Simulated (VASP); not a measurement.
Consider the following.

```
AlTi
1.0
    2.81075     0.00000     0.00000
    0.00000     2.81075     0.00000
    0.00000     0.00000     4.06642
Ti Al
1 1
Cartesian
  1.40538   1.40538   2.03321
  0.00000   0.00000   0.00000
```

Calculation: LDA (Ceperley-Alder, Perdew-Zunger), VASP's LDA PAW potentials (set 64) (plane waves; VASP). Run with 400 eV cut-off, 12×12×8 Γ-centred mesh, first-order Methfessel-Paxton smearing of 0.10 eV, potentials Ti_sv Al.

Energy and stress use the plane-wave basis of the starting cell.

Task: The ions, cell shape and volume are relaxed. Predict the relaxed structure.

Result: 
```
AlTi
1.0
    2.76847     0.00000     0.00000
    0.00000     2.76847     0.00000
    0.00000     0.00000     3.99056
Ti Al
1 1
Cartesian
  1.38423   1.38423   1.99528
  0.00000   0.00000   3.99056
```
Space group P4/mmm (123), at a tolerance of 0.03 Å.

Task: How do energy and volume change from the first to the last step?

Result: The energy (σ→0) changes by -14.7 meV/atom and the volume by -4.8 %, in 7 ionic steps.

```json
[
 {"step": "1", "E(σ→0) (eV)": "-13.5577", "max force (eV/Å)": "0.000", "pressure (GPa)": "-5.83", "volume (Å³)": "32.13"},
 {"step": "2", "E(σ→0) (eV)": "-13.5705", "max force (eV/Å)": "0.000", "pressure (GPa)": "5.01", "volume (Å³)": "29.48"},
 {"step": "3", "E(σ→0) (eV)": "-13.5871", "max force (eV/Å)": "0.000", "pressure (GPa)": "-0.01", "volume (Å³)": "30.58"},
 {"step": "4", "E(σ→0) (eV)": "-13.5871", "max force (eV/Å)": "0.000", "pressure (GPa)": "0.10", "volume (Å³)": "30.55"},
 {"step": "5", "E(σ→0) (eV)": "-13.5872", "max force (eV/Å)": "0.000", "pressure (GPa)": "-0.03", "volume (Å³)": "30.58"},
 {"step": "6", "E(σ→0) (eV)": "-13.5872", "max force (eV/Å)": "0.000", "pressure (GPa)": "-0.07", "volume (Å³)": "30.60"},
 {"step": "7", "E(σ→0) (eV)": "-13.5872", "max force (eV/Å)": "0.000", "pressure (GPa)": "-0.07", "volume (Å³)": "30.59"}
]
```

The structure comes from a computed database's TiAl entry (P4/mmm); how it stands against other phases isn't given here. This run relaxes it. Symmetry was kept, so distortions that lower it aren't found. The electron count is odd and the run is not spin-polarised, which forces a metal.
